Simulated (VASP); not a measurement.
The input files of a VASP run:

### POSCAR
```
Co
1.0
  1.2739065507  -2.2064711171   0.0000000000
  1.2739065507   2.2064711171   0.0000000000
  0.0000000000   0.0000000000   4.1121832472
Co
2
Direct
  0.3333330000   0.6666670000   0.2500000000
  0.6666670000   0.3333330000   0.7500000000
```

INCAR:
```
! general
SYSTEM  =Co
PREC    =Accurate
ENCUT   =520
LREAL   =.FALSE.
LASPH   =.TRUE.

! electronic loop
EDIFF   =1E-6
NELM    =100
ALGO    =Normal
LMAXMIX =4

! smearing
ISMEAR  =1
SIGMA   =0.1

! functional
GGA     =ML
LUSE_VDW=.TRUE.
AGGAC   =0.0
ZAB_VDW =-1.8867

! spin
ISPIN   =2
MAGMOM  =1.6 1.6

! ions
IBRION  =2
NSW     =60
ISIF    =3
EDIFFG  =-0.01

! output
LWAVE   =.FALSE.
LCHARG  =.FALSE.
LORBIT  =10
```

### KPOINTS
```
Automatic mesh
0
Gamma
15 15 8
0 0 0
```

POTCAR, in this order: Co (PBE.64 set). Program: vasp_std.

Q: Translate this vdW-DF2 calculation to Quantum ESPRESSO's pw.x.

A: One equivalent input (not run):
```
&CONTROL
  calculation = 'vc-relax'
  pseudo_dir = './pseudo'
  outdir = './out'
  tprnfor = .true.
  tstress = .true.
  nstep = 60
  forc_conv_thr = 0.00039
/
&SYSTEM
  ibrav = 0
  nat = 2
  ntyp = 1
  ecutwfc = 96
  occupations = 'smearing'
  smearing = 'methfessel-paxton'
  degauss = 0.00735
  input_dft = 'vdw-df2'
  nspin = 2
  starting_magnetization(1) = 0.16
/
&ELECTRONS
  conv_thr = 7.3e-08
  electron_maxstep = 100
/
&IONS
/
&CELL
/
ATOMIC_SPECIES
  Co 58.933 Co.upf
CELL_PARAMETERS angstrom
     1.2739066   -2.2064711    0.0000000
     1.2739066    2.2064711    0.0000000
    -0.0000000    0.0000000    4.1121832
ATOMIC_POSITIONS crystal
  Co   0.3333330  0.6666670  0.2500000
  Co   0.6666670  0.3333330  0.7500000
K_POINTS automatic
  15 15 8 0 0 0
```
The two are equivalent in intent, not identical: the potentials are each code's own (VASP's PAW set, PseudoDojo norm-conserving files in pw.x), so ENCUT and ecutwfc are chosen apart and not converted; conv_thr bounds pw.x's estimated SCF error, while EDIFF bounds the energy change between steps; starting_magnetization is a fraction of the valence charge and MAGMOM a moment in μB, so they match only roughly; forc_conv_thr acts on force components and is met together with etot_conv_thr.

The compound is Co in the hcp structure. It was relaxed first. The start is the result of an earlier pass.
